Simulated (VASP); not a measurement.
Level of theory: PW91 GGA, VASP's PBE PAW potentials (set 64) (plane waves; VASP).

The input files of a VASP run:

### INCAR
```
! general
SYSTEM=MgS
PREC  =Accurate
ENCUT =520
LREAL =.FALSE.
LASPH =.TRUE.

! electronic loop
EDIFF =1E-7
NELM  =100
ALGO  =Normal

! smearing
ISMEAR=-5

! functional
GGA   =91

! ions
ISIF  =2

! output
LWAVE =.FALSE.
LCHARG=.TRUE.
LORBIT=11
NEDOS =601
```

### POSCAR
```
MgS
1
    0.0000000000     2.6113270650     2.6113270650
    2.6113270650     0.0000000000     2.6113270650
    2.6113270650     2.6113270650     0.0000000000
Mg S
1 1
Direct
  0.0000000000   0.0000000000   0.0000000000
  0.5000000000   0.5000000000   0.5000000000
```

### KPOINTS
```
Automatic mesh
0
G
  10 10 10
```

POTCAR, in this order: Mg S (PBE.64 set). Program: vasp_std.

The resulting files:

### OSZICAR
```
       N       E                     dE             d eps       ncg     rms          rms(c)
DAV:   1     0.244741195896E+02    0.24474E+02   -0.37533E+03   776   0.817E+02
DAV:   2    -0.784954124690E+01   -0.32324E+02   -0.30917E+02  1016   0.106E+02
DAV:   3    -0.898756327418E+01   -0.11380E+01   -0.11380E+01   888   0.274E+01
DAV:   4    -0.899372294939E+01   -0.61597E-02   -0.61597E-02  1192   0.229E+00
DAV:   5    -0.899372812233E+01   -0.51729E-05   -0.51729E-05   968   0.621E-02    0.425E+00
DAV:   6    -0.860775903376E+01    0.38597E+00   -0.10273E+00   800   0.499E+00    0.338E+00
DAV:   7    -0.856720309173E+01    0.40556E-01   -0.23846E-01  1008   0.257E+00    0.237E+00
DAV:   8    -0.856700670832E+01    0.19638E-03   -0.12213E-02   864   0.950E-01    0.979E-01
DAV:   9    -0.856681714653E+01    0.18956E-03   -0.65789E-04   920   0.205E-01    0.276E-01
DAV:  10    -0.856684075123E+01   -0.23605E-04   -0.10933E-04  1072   0.667E-02    0.205E-02
DAV:  11    -0.856684033354E+01    0.41770E-06   -0.11042E-05   920   0.180E-02    0.102E-02
DAV:  12    -0.856684032123E+01    0.12309E-07   -0.23260E-07  1016   0.403E-03
   1 F= -.85668403E+01 E0= -.85668403E+01  d E =0.000000E+00
```

File OUTCAR:
```
------------------------ aborting loop because EDIFF is reached ----------------------------------------
  FORCE on cell =-STRESS in cart. coord.  units (eV):
  Direction    XX          YY          ZZ          XY          YZ          ZX
  --------------------------------------------------------------------------------------
  Total        0.0012258      0.0012258      0.0012258      0.0000000      0.0000000     -0.0000000
  in kB        0.0551463      0.0551463      0.0551463      0.0000000      0.0000000     -0.0000000
  external PRESSURE =       0.0551463 kB  Pullay stress =       0.0000000 kB
  volume of cell :       35.61
      direct lattice vectors                 reciprocal lattice vectors
     0.000000000  2.611327065  2.611327065    -0.191473526  0.191473526  0.191473526
     2.611327065  0.000000000  2.611327065     0.191473526 -0.191473526  0.191473526
     2.611327065  2.611327065  0.000000000     0.191473526  0.191473526 -0.191473526
 POSITION                                       TOTAL-FORCE (eV/Angst)
 -----------------------------------------------------------------------------------
      0.00000      0.00000      0.00000        -0.000000     -0.000000     -0.000000
      2.61133      2.61133      2.61133         0.000000      0.000000      0.000000
 -----------------------------------------------------------------------------------
    total drift:                                0.000000      0.000000      0.000000
  FREE ENERGIE OF THE ION-ELECTRON SYSTEM (eV)
  ---------------------------------------------------
  free  energy   TOTEN  =        -8.5668403212 eV

  energy  without entropy=       -8.5668403212  energy(sigma->0) =       -8.56684032

 total charge

# of ion       s       p       d       tot
------------------------------------------
    1        0.135   0.125   0.039   0.299
    2        1.315   2.500   0.000   3.815
--------------------------------------------------
tot          1.450   2.625   0.039   4.114
```
(Selected blocks of OUTCAR.)

**OUTCAR**
```
 val. band max:        3.5806302553   @ k =   0.0000   0.0000   0.0000

 cond. band min:       6.3539834898   @ k =   0.5000   0.5000   0.0000


 Fermi energy:         3.5954767400

 k-point     1 :       0.0000    0.0000    0.0000
  band No.  band energies     occupation
      1      -9.0021      2.00000
      2       3.5806      2.00000
      3       3.5806      2.00000
      4       3.5806      2.00000
      5       7.2291      0.00000
      6      11.5605      0.00000
      7      11.5605      0.00000
      8      11.5605      0.00000

 k-point     2 :       0.1000    0.0000    0.0000
  band No.  band energies     occupation
      1      -8.9065      2.00000
      2       2.8645      2.00000
      3       3.5159      2.00000
      4       3.5159      2.00000
      5       7.8104      0.00000
      6      11.2996      0.00000
      7      11.7411      0.00000
      8      11.7411      0.00000

 k-point     3 :       0.2000    0.0000    0.0000
  band No.  band energies     occupation
      1      -8.6370      2.00000
      2       1.5026      2.00000
      3       3.3580      2.00000
      4       3.3580      2.00000
      5       8.4794      0.00000
      6      11.3882      0.00000
      7      11.6899      0.00000
      8      11.6899      0.00000

 k-point     4 :       0.3000    0.0000    0.0000
  band No.  band energies     occupation
      1      -8.2543      2.00000
      2       0.1742      2.00000
      3       3.1822      2.00000
      4       3.1822      2.00000
      5       8.4382      0.00000
      6      11.0976      0.00000
      7      11.0976      0.00000
      8      12.4364      0.00000

 k-point     5 :       0.4000    0.0000    0.0000
  band No.  band energies     occupation
      1      -7.8864      2.00000
      2      -0.8055      2.00000
      3       3.0527      2.00000
      4       3.0527      2.00000
      5       8.2239      0.00000
      6      10.6450      0.00000
      7      10.6450      0.00000
...
```

The compound is MgS in the rock salt structure. It was relaxed first.
